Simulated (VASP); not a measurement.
CsSi2:

```
CELL_PARAMETERS angstrom
6.37157 0.00000 0.00000
-3.18578 5.51794 0.00000
0.00000 0.00000 4.47866
ATOMIC_POSITIONS crystal
Cs 0.00000 0.00000 0.00000
Si 0.66667 0.33333 0.25039
Si 0.66667 0.33333 0.74961
```

The cell was built by a generator and needn't be a form met in nature.

| Item | Value |
| --- | --- |
| Program | VASP 6.6.1 |
| Task | relaxation of cell and atoms |
| Functional | PBEsol |
| Potentials or basis | VASP PAW PBE potentials, release 64 (Cs_sv, Si) |
| Cutoff | 600 eV |
| k mesh | 5 × 5 × 6 |
| Occupations | fermi-dirac, width 0.05 eV |
| Spin | no spin polarisation |

At the start: pressure -1.1 GPa; volume 52.49 Å³/atom.

Problem. Where does the relaxation end?

Solution. Over 18 steps the energy falls by 19.9 meV/atom and the volume is 48.96 Å³/atom (-6.7 %); space group P-6m2 (No. 187, to 0.05 Å).

Step by step:
```tsv
step	energy change (eV)	largest force (eV/Å)	pressure (GPa)	volume (Å³)
1	0.0000	0.1303	-1.11	157.46
2	-0.0486	0.3946	0.24	149.26
3	-0.0536	0.3109	-0.17	150.76
4	-0.0536	0.2952	-0.24	151.05
5	-0.0536	0.3022	-0.21	150.92
6	-0.0549	0.3291	0.09	148.64
7	-0.0569	0.0473	-0.05	149.63
8	-0.0585	0.0899	-0.19	148.86
9	-0.0585	0.0901	-0.19	148.85
10	-0.0596	0.0448	-0.06	147.31
11	-0.0596	0.0566	-0.06	147.18
12	-0.0597	0.0238	0.05	146.60
13	-0.0597	0.0089	0.01	146.83
14	-0.0597	0.0109	0.01	146.85
15	-0.0597	0.0244	-0.01	146.95
16	-0.0597	0.0126	0.00	146.86
17	-0.0597	0.0066	-0.01	146.88
18	-0.0597	0.0010	-0.01	146.87
```

Final structure:
```
Cs Si
1.0
     6.24981   -0.00002    0.00000
    -3.12492    5.41248    0.00000
     0.00000    0.00000    4.34189
Cs Si
1 2
Direct
  0.00000 0.00000 0.00000
  0.66667 0.33333 0.25010
  0.66667 0.33333 0.74990
```

Caveat: the PAW data sets were made with another functional, which shifts forces and pressure a little.
